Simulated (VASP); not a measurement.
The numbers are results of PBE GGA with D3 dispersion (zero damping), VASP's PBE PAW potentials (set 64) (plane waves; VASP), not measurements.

A VASP calculation is set up with these files.

File KPOINTS:
```
Regular mesh
0
Gamma
 8 8 8
0 0 0
```

File POSCAR:
```
Si
1.0
  0.0000000000   2.7535910556   2.7535910556
  2.7535910556   0.0000000000   2.7535910556
  2.7535910556   2.7535910556   0.0000000000
Si
2
Direct
  0.0000000000   0.0000000000   0.0000000000
  0.2500000000   0.2500000000   0.2500000000
```

**INCAR**
```
ALGO = Normal
EDIFF = 1E-7
ENCUT = 520
GGA = PE
ISIF = 2
ISMEAR = 0
IVDW = 11
LASPH = .TRUE.
LCHARG = .FALSE.
LREAL = .FALSE.
LWAVE = .FALSE.
NELM = 100
PREC = Accurate
SIGMA = 0.05
SYSTEM = Si
```

POTCAR, in this order: Si (PBE.64 set). Program: vasp_std.

**Question.** Estimate the energy per atom (σ→0), dispersion energy, pressure.

**Answer.** 
The energy per atom (σ→0) is -5.564 eV/atom. The dispersion energy is -0.287 eV and the pressure is -2.44 GPa.

### OSZICAR
```
...
DAV:   7    -0.108398089762E+02    0.50780E-01   -0.13569E-01   592   0.206E+00    0.160E-01
DAV:   8    -0.108409464765E+02   -0.11375E-02   -0.35860E-03   488   0.452E-01    0.721E-02
DAV:   9    -0.108411576728E+02   -0.21120E-03   -0.22068E-04   680   0.115E-01    0.550E-02
DAV:  10    -0.108411824633E+02   -0.24791E-04   -0.29868E-05   504   0.412E-02    0.933E-03
DAV:  11    -0.108411821131E+02    0.35022E-06   -0.52060E-07   800   0.502E-03    0.199E-03
DAV:  12    -0.108411824647E+02   -0.35156E-06   -0.60568E-07   488   0.617E-03    0.934E-04
DAV:  13    -0.108411824768E+02   -0.12145E-07   -0.20786E-09   360   0.415E-04
   1 F= -.11128683E+02 E0= -.11128683E+02  d E =-.372203E-12
```

The compound is Si in the diamond structure. This cell is one point of a volume scan, at 1.03 of the reference volume.
